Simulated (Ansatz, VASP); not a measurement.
# Si7P6O29 (phosphosilicate glass) in two plane-wave programs

Wanted: the spread between two codes on one cell, functional and k mesh. Of the first pair: The structure shown is the start of the Ansatz relaxation below; VASP solves that cell, so the two are compared at the walk's first step.

Method: plane waves, with VASP 6.6.1 beside it; single point at PBE, in Ansatz 0.2.0.

## 1. Set-up

The cell holds 42 atoms: 6 P, 7 Si and 29 O. Cell: a = 8.294 Å, b = 8.294 Å, c = 8.294 Å, α = 90.0°, β = 90.0°, γ = 90.0°. As first built, before any earlier steps moved the atoms (in the runner's words): kind phosphosilicate glass; units_of_the_quenched_model {'SiO2': 7, 'P2O5': 3}; melt_K 2200; rate_K_ps 20; atoms 42.

## 2. Ansatz: relaxation, PBE

Ansatz runs on its default PAW (the set named soft_2) files.

The two programs are compared at the cell with which this relaxation starts, whose forces are those of its first step.

input.yaml reads:

```yaml
crystal:
  lattice:
    - [8.293888003, 0.0, 0.0]
    - [0.0, 8.293888003, 0.0]
    - [0.0, 0.0, 8.293888003]
  atoms:
    - { symbol: P, position: [0.467765, 0.579994, 0.694356] }
    - { symbol: P, position: [0.885545, 0.781254, 0.075341] }
    - { symbol: P, position: [0.700524, 0.277522, 0.12749] }
    - { symbol: P, position: [0.829238, 0.571381, 0.598173] }
    - { symbol: P, position: [0.953277, 0.308954, 0.844382] }
    - { symbol: P, position: [0.194021, 0.655608, 0.243444] }
    - { symbol: Si, position: [0.944048, 0.94626, 0.707639] }
    - { symbol: Si, position: [0.246484, 0.367622, 0.46224] }
    - { symbol: Si, position: [0.323541, 0.939925, 0.674177] }
    - { symbol: Si, position: [0.273675, 0.050465, 0.330754] }
    - { symbol: Si, position: [0.892678, 0.057342, 0.347178] }
    - { symbol: Si, position: [0.47299, 0.99641, 0.017056] }
    - { symbol: Si, position: [0.536332, 0.597933, 0.056515] }
    - { symbol: O, position: [0.349049, 0.625217, 0.148629] }
    - { symbol: O, position: [0.332432, 0.253948, 0.33756] }
    - { symbol: O, position: [0.849274, 0.528884, 0.426103] }
    - { symbol: O, position: [0.597128, 0.143042, 0.053246] }
    - { symbol: O, position: [0.376396, 0.467363, 0.584388] }
    - { symbol: O, position: [0.13363, 0.27904, 0.576263] }
    - { symbol: O, position: [0.409936, 0.018836, 0.833436] }
    - { symbol: O, position: [0.781735, 0.200986, 0.274138] }
    - { symbol: O, position: [0.079233, 0.078745, 0.312147] }
    - { symbol: O, position: [0.64454, 0.59347, 0.633862] }
    - { symbol: O, position: [0.137228, 0.932271, 0.699107] }
    - { symbol: O, position: [0.36451, 0.012394, 0.502725] }
    - { symbol: O, position: [0.827194, 0.304903, 0.991618] }
    - { symbol: O, position: [0.172734, 0.507192, 0.347882] }
    - { symbol: O, position: [0.859199, 0.003826, 0.525273] }
    - { symbol: O, position: [0.106502, 0.361629, 0.919637] }
    - { symbol: O, position: [0.212427, 0.793851, 0.359698] }
    - { symbol: O, position: [0.932089, 0.137309, 0.785474] }
    - { symbol: O, position: [0.393808, 0.747081, 0.684413] }
    - { symbol: O, position: [0.845701, 0.902683, 0.210647] }
    - { symbol: O, position: [0.486704, 0.534519, 0.871996] }
    - { symbol: O, position: [0.544342, 0.811399, 0.032907] }
    - { symbol: O, position: [0.895668, 0.872304, 0.916417] }
    - { symbol: O, position: [0.908111, 0.728211, 0.644635] }
    - { symbol: O, position: [0.351129, 0.005011, 0.162297] }
    - { symbol: O, position: [0.775506, 0.639132, 0.051418] }
    - { symbol: O, position: [0.599748, 0.428258, 0.149221] }
    - { symbol: O, position: [0.053059, 0.708835, 0.130488] }
    - { symbol: O, position: [0.881619, 0.439315, 0.724144] }
  symmetry: { detect: false }
kpoints:
  mp_grid: { grid: [2, 2, 2] }
scf:
  occupations: { method: fermi_dirac, width: 0.05 }
hamiltonian:
  xc: pbe
output:
  forces: true
  stress: true
relax:
  f_tol: 0.04
  max_steps: 160
  escape_saddle: false
  cell: { stress_tol: 0.4, fix: [] }
```

Run with:

```sh
ansatz run input.yaml --threads 8 --pin off --max-ram 14336MiB --backend cpu --events-out ev --progress --plain --runs-dir out
```

Numbers of over 12 decimals in the logs are rounded to 6 here.

The program printed:

```text
Engine: ansatz 0.2.0, aarch64-unknown-linux-gnu
Pseudopotentials: kind: paw
Pseudopotential: P, paw, valence charge 5, recommended cutoff 420 eV (normal), P.paw.azcp
Pseudopotential: Si, paw, valence charge 4, recommended cutoff 420 eV (normal), Si.paw.azcp
Pseudopotential: O, paw, valence charge 6, recommended cutoff 420 eV (normal), O.paw.azcp
Functional definition: PBE
  parameter kappa = 0.804
  parameter beta = 0.066725
  exchange = pbe_x(kappa = kappa, mu = beta*pi^2/3)
  correlation = pbe_c(beta = beta)
Crystal: 42 atoms, lattice volume = 570.525 Å³
Basis set: ecut = 420 eV, 11075 PW (Γ), exchange–correlation on 120×120×120 points (8 copies of the dense FFT grid, shifted against one another)
Bands: 158, of which v1, the nominal top of the filled ones, is band 116 counted from 1 (115 counted from 0)
Symmetry: 1 space group operations
k-points: 8
Non-local potential: P, projectors of the file, l = 0: 2, l = 1: 2, l = 2: 2
Non-local potential: Si, projectors of the file, l = 0: 2, l = 1: 2, l = 2: 2
Non-local potential: O, projectors of the file, l = 0: 2, l = 1: 2, l = 2: 1
PAW form: soft (Blöchl's): semilocal exchange-correlation on the pseudo side does not see the compensation charge
PAW one-centre angular grid: P, 110 points (default); XC on 64 Gauss nodes
PAW one-centre angular grid: Si, 110 points (default); XC on 64 Gauss nodes
PAW one-centre angular grid: O, 110 points (default); XC on 64 Gauss nodes
Initial density: superposition of atomic densities (neutral atoms: chi_scale 0, normalization atom), corrected by the library's trained network
Initial wavefunctions: pseudopotential atomic-orbital guess
Functional: x = pbe(κ = 0.804, μ = 0.219515), c = pbe(β = 0.066725)
SCF iter   1: F=—  HF=-25460.630857 eV  |F-HF|=—  |Δ(HF+E_count)|=         —  Δρ=4.80e-3  dr2=1.90e-1  ethr=1.77e-3  ⟨swp⟩=7.0  Hψ=6729  notcnv=0  defer=236
preconditioner: auto → Resta (q_TF=auto, 2.348 Å⁻¹)  ε∞=3.1  [insulator: Δε(μ)=2.721 eV  Ē_g=16.525 eV  σ=0.050 eV  W_gap=1.00  n_scr=122 (ndim 8)  ℏωp=23.7 eV  f_vac=0.210  D(μ)=0.00/eV (n_scr^D=0)  ε∞_Penn≈3.1]
SCF iter   2: F=—  HF=-25460.593345 eV  |F-HF|=—  |Δ(HF+E_count)|=   3.75e-2  Δρ=2.63e-3  dr2=3.80e-2  ethr=8.17e-5  ⟨swp⟩=3.0  Hψ=2234  notcnv=0  defer=293
SCF iter   3: F=—  HF=-25460.586528 eV  |F-HF|=—  |Δ(HF+E_count)|=   6.82e-3  Δρ=1.03e-3  dr2=1.21e-2  ethr=1.64e-5  ⟨swp⟩=2.6  Hψ=1701  notcnv=0  defer=293
SCF iter   4: F=—  HF=-25460.583499 eV  |F-HF|=—  |Δ(HF+E_count)|=   3.03e-3  Δρ=4.05e-4  dr2=9.08e-4  ethr=5.22e-6  ⟨swp⟩=2.6  Hψ=1697  notcnv=0  defer=293
SCF iter   5: F=—  HF=-25460.583434 eV  |F-HF|=—  |Δ(HF+E_count)|=   6.49e-5  Δρ=2.04e-4  dr2=2.04e-4  ethr=3.91e-7  ⟨swp⟩=2.8  Hψ=2199  notcnv=0  defer=291
SCF iter   6: F=—  HF=-25460.583439 eV  |F-HF|=—  |Δ(HF+E_count)|=   4.47e-6  Δρ=4.89e-5  dr2=1.25e-5  ethr=8.81e-8  ⟨swp⟩=2.5  Hψ=1830  notcnv=0  defer=291
SCF iter   7: F=—  HF=-25460.582871 eV  |F-HF|=—  |Δ(HF+E_count)|=   5.68e-4  Δρ=2.16e-5  dr2=2.42e-6  ethr=5.38e-9  ⟨swp⟩=3.0  Hψ=2244  notcnv=0  defer=291
SCF iter   8: F=—  HF=-25460.582871 eV  |F-HF|=—  |Δ(HF+E_count)|=   5.14e-7  Δρ=9.60e-6  dr2=4.43e-7  ethr=1.05e-9  ⟨swp⟩=2.1  Hψ=1838  notcnv=0  defer=291
SCF iter   9: F=-25460.582872 eV  HF=-25460.582872 eV  |F-HF|=9.55e-9  |Δ(HF+E_count)|=   4.82e-8  Δρ=2.52e-6  dr2=3.51e-8  ethr=4.31e-11  ⟨swp⟩=6.0  Hψ=4361  notcnv=0
SCF 1 converged in 9 iterations: F = -25460.582872 eV  dr2 = 3.51e-8
  greatest PAW one-centre occupation: 0.875 electrons in one spin orbital (limit 2), on the O atom at site 28 (counted from 0), in its partial waves of l = 0
relax step   1: F+E_penalty+E_count = -25460.58287156 eV  Δ(F+E_penalty+E_count) = +0.000e0 eV  max|allowed force component| = 4.507e0 eV/Å  Δτ_max = 0.0000 Å  P = +1.377 GPa  Ω = 570.525 Å³  (9 SCF iters, dr2 threshold 1.00e-7 eV, accepted)
Crystal: 42 atoms, lattice volume = 571.289 Å³
Basis set: ecut = 420 eV, 11137 PW (Γ), exchange–correlation on 120×120×120 points (8 copies of the dense FFT grid, shifted against one another)
Initial density: handed on by an earlier stage of this run
Initial wavefunctions: those handed on with the density
iter 1 solved again at ethr=1.51e-4 eV; its pass at ethr=3.10e-3 eV (dr2=3.49e-1 eV) is discarded
SCF iter   1: F=—  HF=-25462.196409 eV  |F-HF|=—  |Δ(HF+E_count)|=         —  Δρ=9.81e-3  dr2=3.47e-1  ethr=1.51e-4  ⟨swp⟩=7.1  Hψ=7055  notcnv=0  defer=3
preconditioner: auto → Resta (q_TF=auto, 2.348 Å⁻¹)  ε∞=3.0  [insulator: Δε(μ)=2.199 eV  Ē_g=16.537 eV  σ=0.050 eV  W_gap=1.00  n_scr=122 (ndim 8)  ℏωp=23.7 eV  f_vac=0.212  D(μ)=0.00/eV (n_scr^D=0)  ε∞_Penn≈3.0]
SCF iter   2: F=—  HF=-25462.124003 eV  |F-HF|=—  |Δ(HF+E_count)|=   7.24e-2  Δρ=4.96e-3  dr2=7.91e-2  ethr=1.50e-4  ⟨swp⟩=5.0  Hψ=2439  notcnv=0  defer=1
[...]
SCF iter   2: F=—  HF=-25465.747691 eV  |F-HF|=—  |Δ(HF+E_count)|=   2.16e-3  Δρ=2.26e-4  dr2=3.12e-5  ethr=5.21e-8  ⟨swp⟩=2.1  Hψ=1754  notcnv=0
SCF iter   3: F=—  HF=-25465.748484 eV  |F-HF|=—  |Δ(HF+E_count)|=   7.93e-4  Δρ=2.57e-5  dr2=2.57e-6  ethr=1.34e-8  ⟨swp⟩=2.2  Hψ=2278  notcnv=0
SCF iter   4: F=—  HF=-25465.748146 eV  |F-HF|=—  |Δ(HF+E_count)|=   3.37e-4  Δρ=5.66e-6  dr2=6.62e-8  ethr=1.11e-9  ⟨swp⟩=3.0  Hψ=2114  notcnv=0
[...]
SCF converged after 6 iterations
Free energy (F): -25465.748146 eV
Harris-Foulkes:  -25465.748146 eV  (|F-HF|=2.26e-10)
Internal energy: -25465.748146 eV  (E = F + TS)
E sigma→0 (E₀):  -25465.748146 eV
Fermi energy:    5.094983 eV
--- Per-component energies (eV) ---
  E_band       = -1199.714213
  E_kinetic    = 5944.396403
  E_local      = -16354.101772  (includes V_loc(G=0)·N_el)
  E_nonlocal   = 1735.971665
  E_hartree    = 6023.463520
  E_xc         = -2912.481982
  E_vxc        = -3446.434948  (∫ρ·V_xc dr)
  E_paw        = -11612.563526  (= ΣΔE_a)
  E_vpaw       = -1126.546142  (= ΣTr[D̂ρ^β])
  E_aug_tail   = 0.073783  (compensation charges beyond the density's cutoff)
  E_ewald      = -8290.506238
  E_smearing   = -0.000000  (= −TS)
  E_closure    = -0.000000  (closes the sum)
  Σ components = -25465.748146   (vs F -25465.748146, Δ=0.00e0)
--- Forces (eV/Å), atoms counted from 1 ---
  atom   1  P      0.00683297     0.00607582     0.00447113
  atom   2  P      0.00219179     0.00499859     0.00041406
  atom   3  P     -0.00691760    -0.00236969    -0.00089000
  atom   4  P      0.00356145     0.00147587     0.01602226
  atom   5  P     -0.00146671    -0.00287498     0.00084955
  atom   6  P     -0.00710405     0.00744360    -0.01118968
  atom   7  Si    -0.00281284     0.00314642     0.00025595
  atom   8  Si     0.00278445    -0.00586427    -0.00672141
  atom   9  Si    -0.00735293     0.00040565     0.00253294
  atom  10  Si    -0.00065956    -0.00030677    -0.00115814
  atom  11  Si    -0.00205652    -0.00607346     0.00680044
  atom  12  Si     0.00116925     0.00396171     0.00146402
  atom  13  Si    -0.00088270    -0.00826925     0.00253478
  atom  14  O     -0.00311726    -0.00300661     0.00447844
  atom  15  O     -0.00191073     0.00158679     0.00199125
  atom  16  O     -0.00008615     0.00033388    -0.00232983
  atom  17  O     -0.00099017     0.00297709    -0.00072029
  atom  18  O     -0.00258258    -0.00373360    -0.00051266
  atom  19  O      0.00286456     0.00175155    -0.00032431
  atom  20  O      0.00012712     0.00154546     0.00226839
  atom  21  O      0.00218513     0.00447027    -0.00347206
  atom  22  O      0.00202953    -0.00058509     0.00054433
  atom  23  O     -0.01079007     0.00015151     0.00790864
  atom  24  O      0.00650919    -0.00008447    -0.00059613
[...]
atom  35  O      0.00410633    -0.00477252     0.00237027
  atom  36  O      0.00463033    -0.00036991    -0.00445756
  atom  37  O      0.00045187    -0.00254146    -0.00334012
  atom  38  O      0.00021434    -0.00014999    -0.00081564
  atom  39  O      0.00102381     0.00264963    -0.00198325
  atom  40  O      0.00210279     0.00031501     0.00130359
  atom  41  O      0.00467917    -0.00199389    -0.00104617
  atom  42  O     -0.00064274    -0.00168985    -0.00384655
  max |Σ_I F_I| component: 1.12e-5 eV/Å
--- Stress (GPa, compression-positive) ---
        0.242048       0.123238      -0.267398
        0.123238      -0.168301       0.052444
       -0.267399       0.052440      -0.119046
  P = ⅓ Tr σ = -0.0151 GPa (-0.151 kbar)
--- Relaxed structure (28 steps of the walk, 27 accepted, 1 SCFs on fresh bases) ---
  F+E_penalty+E_count = -25465.74814627 eV   max|allowed force component| = 1.602e-2 eV/Å   (the final SCF, on the basis selected at the relaxed cell)
  cell:  # Å, volume = 556.1068 Å³
    - [8.456825, 0.134006, -0.275545]
    - [0.134006, 8.106955, 0.097162]
    - [-0.275545, 0.097162, 8.123725]
  atoms:
    - { symbol: P, position: [0.484509, 0.569908, 0.687239] }
    - { symbol: P, position: [0.887755, 0.775407, 0.078983] }
    - { symbol: P, position: [0.701424, 0.275241, 0.131210] }
    - { symbol: P, position: [0.829774, 0.575839, 0.602237] }
    - { symbol: P, position: [1.036643, 0.305868, 0.753323] }
    - { symbol: P, position: [0.213846, 0.673185, 0.227682] }
    - { symbol: Si, position: [0.949097, 0.923113, 0.726985] }
    - { symbol: Si, position: [0.245804, 0.381252, 0.472097] }
    - { symbol: Si, position: [0.308380, 0.913246, 0.674127] }
    - { symbol: Si, position: [0.247511, 0.064612, 0.317476] }
    - { symbol: Si, position: [0.882991, 0.038419, 0.352936] }
    - { symbol: Si, position: [0.458532, 1.005545, 0.022843] }
    - { symbol: Si, position: [0.555510, 0.618979, 0.068600] }
    - { symbol: O, position: [0.349265, 0.610646, 0.128175] }
    - { symbol: O, position: [0.307934, 0.263243, 0.336759] }
    - { symbol: O, position: [0.878727, 0.575644, 0.432922] }
    - { symbol: O, position: [0.586757, 0.153669, 0.033873] }
    - { symbol: O, position: [0.383216, 0.429081, 0.620891] }
    - { symbol: O, position: [0.102064, 0.309997, 0.571970] }
    - { symbol: O, position: [0.401153, -0.00242524, 0.828214] }
    - { symbol: O, position: [0.738382, 0.178870, 0.305927] }
    - { symbol: O, position: [0.053747, 0.100227, 0.311409] }
    - { symbol: O, position: [0.636469, 0.556559, 0.591633] }
    - { symbol: O, position: [0.133449, 0.856383, 0.712964] }
    - { symbol: O, position: [0.324429, 0.024020, 0.512000] }
    - { symbol: O, position: [0.843579, 0.307253, 1.043991] }
    - { symbol: O, position: [0.188399, 0.553671, 0.374581] }
    - { symbol: O, position: [0.862292, -0.021086, 0.540669] }
    - { symbol: O, position: [0.146697, 0.375818, 0.877753] }
    - { symbol: O, position: [0.225213, 0.837360, 0.307809] }
    - { symbol: O, position: [0.981780, 0.128311, 0.776861] }
    - { symbol: O, position: [0.406473, 0.737048, 0.636496] }
    - { symbol: O, position: [0.850760, 0.874830, 0.232709] }
    - { symbol: O, position: [0.515872, 0.552008, 0.873595] }
    - { symbol: O, position: [0.538828, 0.824422, 0.078511] }
    - { symbol: O, position: [0.904531, 0.900486, 0.936224] }
    - { symbol: O, position: [0.859803, 0.724713, 0.712370] }
    - { symbol: O, position: [0.314483, 0.052129, 0.131441] }
    - { symbol: O, position: [0.764849, 0.644193, 0.050113] }
    - { symbol: O, position: [0.593565, 0.434129, 0.171027] }
    - { symbol: O, position: [0.054393, 0.674351, 0.107621] }
    - { symbol: O, position: [0.871865, 0.414162, 0.714269] }
```

The column dr2 measures how far the density is from self-consistency, as an energy; F and HF (Harris–Foulkes) agree once it is small.

(Part 1 of 2 ends here.)

[Lines on the potential files, build, host, timing and source positions are cut from VASP's logs without a mark.]

[Logs are printed without paths, hosts, clocks, repeated set-up lines and the standing remarks that a program may print on its own settings, such as how far it seeks lower states.]

[Hosts, paths, dates, database ids (printed as entryN), source tags and the programs' standing remarks are cut or masked in the printed files.]
